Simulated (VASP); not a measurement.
# CsNbCl2 (P4/mmm) in VASP: single point with HSEsol+D3(BJ)

Aim: the single point of CsNbCl2 with HSEsol+D3(BJ).

Program: VASP 6.6.1. These are calculated values, not measurements. Logs are shortened: lines on timing, memory, paths and dates and some standing lists are left out, and cuts for length are marked.

## 1. The undisturbed crystal

It takes space group P4/mmm (No. 123, tetragonal). The conventional cell has a = 3.330 Å, b = 3.330 Å, c = 8.432 Å, α = 90.00°, β = 90.00°, γ = 90.00°. Cs (site symmetry 4/mmm) is surrounded by 4 Cs at 3.33 Å and 8 Cl at 3.61 Å. Nb (site symmetry 4/mmm) is surrounded by 8 Cl at 2.78 Å. Cl (site symmetry 4mm) has 4 Nb at 2.78 Å and 1 Cl at 2.97 Å as nearest neighbours.

The cell was built by a generator and needn't be a form met in nature.

## 2. Single point, HSEsol+D3(BJ) (volume scaled by 0.88)

POSCAR

```
CsNbCl2
1.0
    3.1912197846      0.0000000000      0.0000000000
    0.0000000000      3.1912197846      0.0000000000
    0.0000000000      0.0000000000      8.0805379321
Cs Nb Cl
1 1 2
Direct
    0.5000000000      0.5000000000      0.5000000000
    0.5000000000      0.5000000000      0.0000000000
    0.0000000000      0.0000000000      0.8238100000
    0.0000000000      0.0000000000      0.1761900000
```

INCAR.step1

```
SYSTEM = CsNbCl2
PREC     = Accurate       ! precision mode
ENCUT    = 520            ! plane-wave cutoff, eV
EDIFF    = 1E-5           ! SCF threshold, eV
ISMEAR   = -5             ! smearing method
SIGMA    = 0.05           ! smearing width, eV
LREAL    = .FALSE.        ! projectors in reciprocal space
LASPH    = .TRUE.         ! aspherical terms in the spheres
NELM     = 60             ! most SCF steps
ALGO     = Normal         ! electronic algorithm
ISIF     = 2              ! what is computed and relaxed
LWAVE    = .TRUE.         ! write WAVECAR
GGA      = PE             ! functional
```

INCAR.step2

```
SYSTEM = CsNbCl2
PREC     = Accurate       ! precision mode
ENCUT    = 520            ! plane-wave cutoff, eV
EDIFF    = 1E-6           ! SCF threshold, eV
ISMEAR   = -5             ! smearing method
SIGMA    = 0.05           ! smearing width, eV
LREAL    = .FALSE.        ! projectors in reciprocal space
LASPH    = .TRUE.         ! aspherical terms in the spheres
NELM     = 60             ! most SCF steps
ALGO     = Normal         ! electronic algorithm
ISIF     = 2              ! what is computed and relaxed
LWAVE    = .FALSE.        ! write WAVECAR
LCHARG   = .TRUE.         ! write CHGCAR
GGA      = PS             ! functional
LHFCALC  = .TRUE.         ! exact exchange
HFSCREEN = 0.2            ! screening, 1/A
PRECFOCK = Fast         
IVDW     = 12             ! dispersion correction
VDW_S6   = 1.0          
VDW_S8   = 2.9215       
VDW_A1   = 0.465        
VDW_A2   = 6.2003       
LELF     = .TRUE.         ! ELF
LVHAR    = .TRUE.       
ISTART   = 1
```

KPOINTS

```
regular mesh
0
G
  5 5 2
  0 0 0
```

Potentials or basis: VASP PAW PBE potentials, release 64 (Cs_sv, Nb_sv, Cl).

Run with:

```sh
> cat potpaw_PBE.64/Cs_sv/POTCAR potpaw_PBE.64/Nb_sv/POTCAR potpaw_PBE.64/Cl/POTCAR > POTCAR
> cp INCAR.step1 INCAR
> mpirun -np 1 vasp_std > vasp.out
> cp INCAR.step2 INCAR
> mpirun -np 1 vasp_std > vasp.out
```

OUTCAR:

```text
SYSTEM = CsNbCl2
   PREC = Accurate
   ENCUT = 520
   EDIFF = 1E-6
   ISMEAR = -5
   LREAL = .FALSE.
   LASPH = .TRUE.
   NELM = 60
   ISIF = 2
   GGA = PS
   LHFCALC = .TRUE.
   HFSCREEN = 0.2
   PRECFOCK = Fast
   IVDW = 12
   ISTART = 1
 IVDW          = 12

 ion  position               nearest neighbor table
   1  0.500  0.500  0.500-
   2  0.500  0.500  0.000-   3 2.67   4 2.67   3 2.67   4 2.67   3 2.67   4 2.67   3 2.67   4 2.67

   3  0.000  0.000  0.824-   2 2.67   2 2.67   2 2.67   2 2.67
   4  0.000  0.000  0.176-   2 2.67   2 2.67   2 2.67   2 2.67

  LATTYP: Found a simple tetragonal cell.
 ALAT       =     3.1912197846
 C/A-ratio  =     2.5321157669

  Lattice vectors:

 A1 = (   3.1912197846,   0.0000000000,   0.0000000000)
 A2 = (   0.0000000000,   3.1912197846,   0.0000000000)
 A3 = (   0.0000000000,   0.0000000000,   8.0805379321)

Analysis of symmetry for initial positions (statically):
=====================================================================
 Subroutine PRICEL returns:
 Original cell was already a primitive cell.

 Routine SETGRP: Setting up the symmetry group for a
 simple tetragonal supercell.

 Subroutine GETGRP returns: Found 16 space group operations
 (whereof 16 operations were pure point group operations)
 out of a pool of 16 trial point group operations.

The static configuration has the point symmetry D_4h.

Analysis of symmetry for dynamics (positions and initial velocities):
=====================================================================
 Subroutine PRICEL returns:
 Original cell was already a primitive cell.

 Routine SETGRP: Setting up the symmetry group for a
 simple tetragonal supercell.

 Subroutine GETGRP returns: Found 16 space group operations
 (whereof 16 operations were pure point group operations)
 out of a pool of 16 trial point group operations.

The dynamic configuration has the point symmetry D_4h.

 Subroutine INISYM returns: Found 16 space group operations
 (whereof 16 operations are pure point group operations),
 and found     1 'primitive' translations

----------------------------------------------------------------------------------------

                                     Primitive cell

  volume of cell :      82.2913

  direct lattice vectors                    reciprocal lattice vectors
     3.191219785  0.000000000  0.000000000     0.313359802  0.000000000  0.000000000
     0.000000000  3.191219785  0.000000000     0.000000000  0.313359802  0.000000000
     0.000000000  0.000000000  8.080537932     0.000000000  0.000000000  0.123754137

  length of vectors
     3.191219785  3.191219785  8.080537932     0.313359802  0.313359802  0.123754137

  position of ions in fractional coordinates (direct lattice)
     0.500000000  0.500000000  0.500000000
     0.500000000  0.500000000  0.000000000
     0.000000000  0.000000000  0.823810000
     0.000000000  0.000000000  0.176190000

  ion indices of the primitive-cell ions
   primitive index   ion index
                 1           1
                 2           2
                 3           3
                 4           4

----------------------------------------------------------------------------------------

 KPOINTS: regular mesh

Automatic generation of k-mesh.
 Grid dimensions read from file:
 generate k-points for:    5    5    2

 Generating k-lattice:

  Cartesian coordinates                     Fractional coordinates (reciprocal lattice)
     0.062671960  0.000000000  0.000000000     0.200000000  0.000000000  0.000000000
     0.000000000  0.062671960  0.000000000     0.000000000  0.200000000  0.000000000
     0.000000000  0.000000000  0.061877069     0.000000000  0.000000000  0.500000000

  Length of vectors
     0.062671960  0.062671960  0.061877069

  Shift w.r.t. Gamma in fractional coordinates (k-lattice)
     0.000000000  0.000000000  0.000000000

 TETIRR: Found     73 inequivalent tetrahedra from      300

 Subroutine IBZKPT returns following result:
 ===========================================

 Found     12 irreducible k-points:

 Following reciprocal coordinates:
            Coordinates               Weight
  0.000000  0.000000  0.000000      1.000000
  0.200000  0.000000  0.000000      4.000000
  0.400000  0.000000  0.000000      4.000000
  0.200000  0.200000  0.000000      4.000000
  0.400000  0.200000  0.000000      8.000000
  0.400000  0.400000  0.000000      4.000000
  0.000000  0.000000  0.500000      1.000000
  0.200000  0.000000  0.500000      4.000000
  0.400000  0.000000  0.500000      4.000000
  0.200000  0.200000  0.500000      4.000000
  0.400000  0.200000  0.500000      8.000000
  0.400000  0.400000  0.500000      4.000000
   k-points           NKPTS =     12   k-points in BZ     NKDIM =     50   number of bands    NBANDS=     22
   number of dos      NEDOS =    301   number of ions     NIONS =      4
   total plane-waves  NPLWV =  34560
   dimension x,y,z NGX =    24 NGY =   24 NGZ =   60
   dimension x,y,z NGXF=    48 NGYF=   48 NGZF=  120
   ions per type =               1   1   2
   NGX,Y,Z   is equivalent  to a cutoff of  12.50, 12.50, 12.34 a.u.
   NGXF,Y,Z  is equivalent  to a cutoff of  25.01, 25.01, 24.69 a.u.
 SYSTEM =  CsNbCl2
   PREC   = accura    normal or accurate (medium, high low for compatibility)
   ISTART =      1    job   : 0-new  1-cont  2-samecut
   ICHARG =      0    charge: 1-file 2-atom 10-const
   ISPIN  =      1    spin polarized calculation?
   LNONCOLLINEAR =      F non collinear calculations
   LSORBIT =      F    spin-orbit coupling
   LASPH  =      T    aspherical Exc in radial PAW
   ENCUT  =  520.0 eV  38.22 Ry    6.18 a.u.   5.93  5.93 15.02*2*pi/ulx,y,z
   NELM   =     60;   NELMIN=  2; NELMDL=  0     # of ELM steps
   EDIFF  = 0.1E-05   stopping-criterion for ELM
   LREAL  =      F    real-space projection
   EDIFFG = 0.1E-04   stopping-criterion for IOM
   NSW    =      0    number of steps for IOM
   IBRION =     -1    ionic relax: 0-MD 1-quasi-New 2-CG
   NFREE  =      0    steps in history (QN), initial steepest desc. (CG)
   ISIF   =      2    stress and relaxation
   ISYM   =      3    0-nonsym 1-usesym 2-fastsym
   POTIM  = 0.5000    time-step for ionic-motion
   TEBEG  =    0.0;   TEEND  =   0.0 temperature during run
   PSTRESS=    0.0 pullay stress
   NELECT =      36.0000    total number of electrons
   NUPDOWN=      -1.0000    fix difference up-down
   EMIN   =  10.00;   EMAX   =-10.00  energy-range for DOS
   EFERMI =   0.00;   METHOD = LEGACY
   ISMEAR =    -5;   SIGMA  =   0.05  broadening in eV -4-tet -1-fermi 0-gaus
   EFERMI_NEDOS =   21; number of points for ismear=-14 and -15
   IALGO  =     38    algorithm
   IMIX   =      1    mixing-type and parameters
     AMIX     =   0.40;   BMIX     =  1.00
     AMIX_MAG =   1.60;   BMIX_MAG =  1.00
  volume/ion in A,a.u.               =      20.57       138.83
  Fermi-wavevector in a.u.,A,eV,Ry     =   1.242771  2.348497 21.013921  1.544480
  Thomas-Fermi vector in A             =   2.377111
   LORBIT       =      0    0 simple, 1 ext, 2 COOP (PROOUT), +10 PAW based schemes
   GGA     = PS    functional components
   LHFCALC =     T    Hartree Fock is set to
   PRECFOCK=fast      Normal, Fast or Accurate (Low or Medium for compatibility)
   ENCUT4O =  -1.0   cutoff for four orbital integrals eV
   NKREDX  =     1    reduce k-point grid by
   NKREDY  =     1    reduce k-point grid by
   NKREDZ  =     1    reduce k-point grid by
   AEXX    =    0.2500 exact exchange contribution
   HFSCREEN=    0.2000 screening length (either q_TF or 0.3 A-1)
   HFSCREENC=   0.2000 screening length for correlation (either q_TF or 0.3 A-1)
   ENCUTFOCK=  -1.0 apply spherical cutoff to Coloumb kernel
   IVDW    =    12    specifies the selected vdW correction
   LEPSILON=     F    determine dielectric tensor
   LRPA    =     F    only Hartree local field effects (RPA)
 non-spin polarized calculation
 Fermi weights with tetrahedron method with Bloechl corrections
  energy-cutoff  :      520.00
  volume of cell :       82.29
 maximum number of plane-waves:      2236
 NGX is ok and might be reduce to    24
  NGX = 14; NGY = 14; NGZ = 36

 number of electron      35.9999997 magnetization

 Free energy of the ion-electron system (eV)
  ---------------------------------------------------
  ext. energy  EPLUGINS =         0.00000000
  ---------------------------------------------------
  free energy    TOTEN  =       -20.39636506 eV

  energy without entropy =      -20.39636506  energy(sigma->0) =      -20.39636506

 E-fermi :   9.4741     XC(G=0):  -9.0102

 val. band max:        9.4060067907   @ k =   0.4000   0.2000   0.0000
 cond. band min:       9.4937683836   @ k =   0.4000   0.2000   0.5000
 fundamental gap:      0.0877615929
 Fermi energy:         9.4741473537

 k-point     1 :       0.0000    0.0000    0.0000
  band No.  band energies     occupation
      1     -50.7666      2.00000
      2     -25.4704      2.00000
      3     -25.4701      2.00000
      4     -25.3359      2.00000
      5     -18.3398      2.00000
      6     -12.7742      2.00000
[... 14 lines left out ...]
     21      10.4373      0.00000
     22      10.7077      0.00000

 k-point     2 :       0.2000    0.0000    0.0000
  band No.  band energies     occupation
      1     -50.7537      2.00000
      2     -25.6480      2.00000
      3     -25.4547      2.00000
      4     -25.3090      2.00000
      5     -18.0679      2.00000
      6     -12.4715      2.00000
[... 14 lines left out ...]
     21      10.5219      0.00000
     22      10.7508      0.00000

 k-point     3 :       0.4000    0.0000    0.0000
  band No.  band energies     occupation
      1     -50.7326      2.00000
      2     -25.9262      2.00000
      3     -25.4301      2.00000
      4     -25.2643      2.00000
      5     -17.5625      2.00000
      6     -11.9489      2.00000
[... 14 lines left out ...]
     21      10.5143      0.00000
     22      11.1777      0.00000
[... 176 lines left out ...]
 k-point    11 :       0.4000    0.2000    0.5000
  band No.  band energies     occupation
      1     -50.7202      2.00000
      2     -25.8937      2.00000
      3     -25.5896      2.00000
      4     -25.2488      2.00000
      5     -17.3001      2.00000
      6     -11.8630      2.00000
[... 14 lines left out ...]
     21      10.4775      0.00000
     22      11.3123      0.00000

 k-point    12 :       0.4000    0.4000    0.5000
  band No.  band energies     occupation
      1     -50.7001      2.00000
      2     -25.8453      2.00000
      3     -25.8347      2.00000
      4     -25.2247      2.00000
      5     -16.8173      2.00000
      6     -11.7335      2.00000
[... 14 lines left out ...]
     21      10.0703      0.00000
     22      11.0281      0.00000

------------------------ aborting loop because EDIFF is reached ----------------------------------------

 Edisp (eV)   -1.40026

 E8    (eV) :    -0.9603

  FORCE on cell =-STRESS in cart. coord.  units (eV):
  Direction    XX          YY          ZZ          XY          YZ          ZX
  --------------------------------------------------------------------------------------
  -------------------------------------------------------------------------------------
  Total       0.05232     0.05232     0.40708     0.00000    -0.00000    -0.00000
  in kB       1.01862     1.01862     7.92562     0.00000    -0.00000    -0.00000
  external pressure =        3.32 kB  Pullay stress =        0.00 kB

 VOLUME and BASIS-vectors are now :
 -----------------------------------------------------------------------------
  energy-cutoff  :      520.00
  volume of cell :       82.29
      direct lattice vectors                 reciprocal lattice vectors
     3.191219785  0.000000000  0.000000000     0.313359802  0.000000000  0.000000000
     0.000000000  3.191219785  0.000000000     0.000000000  0.313359802  0.000000000
     0.000000000  0.000000000  8.080537932     0.000000000  0.000000000  0.123754137

 POSITION                                       TOTAL-FORCE (eV/Angst)
 -----------------------------------------------------------------------------------
      1.59561      1.59561      4.04027        -0.000000      0.000000      0.000000
      1.59561      1.59561      0.00000        -0.000000      0.000000      0.000000
      0.00000      0.00000      6.65683        -0.000000     -0.000000     -0.091480
      0.00000      0.00000      1.42371         0.000000     -0.000000      0.091480
 -----------------------------------------------------------------------------------
    total drift:                               -0.000001     -0.000001     -0.000001

  FREE ENERGIE OF THE ION-ELECTRON SYSTEM (eV)
  ---------------------------------------------------
  free  energy   TOTEN  =       -21.7966215193 eV

  energy  without entropy=      -21.7966215193  energy(sigma->0) =      -21.79662152
```

It took 11 min on 1 thread of AMD EPYC 9R45 (Zen 5), shared host; peak memory 0.27 GiB.

What came out:

- Free energy: -21.7966 eV
- Pressure: 0.3 GPa
- Largest force: 0.091 eV/Å
- Band gap on the k mesh: 0.09 eV, indirect (least direct gap 0.21 eV)
- Dispersion energy per atom: -0.350 eV

Forces on the atoms (eV/Å):
```
Cs   0.000  0.000  0.000
Nb   0.000  0.000  0.000
Cl   0.000  0.000 -0.091
Cl   0.000  0.000  0.091
```

Stress tensor (GPa, compression positive):
```
0.10 0.00 0.00
0.00 0.10 0.00
0.00 0.00 0.79
```

Caveat: the PAW data sets were made with another functional, which shifts forces and pressure a little; spin-orbit coupling is left out, which moves the levels of the heavy elements; an odd mesh through Γ misses points on the zone boundary, where band edges often lie.
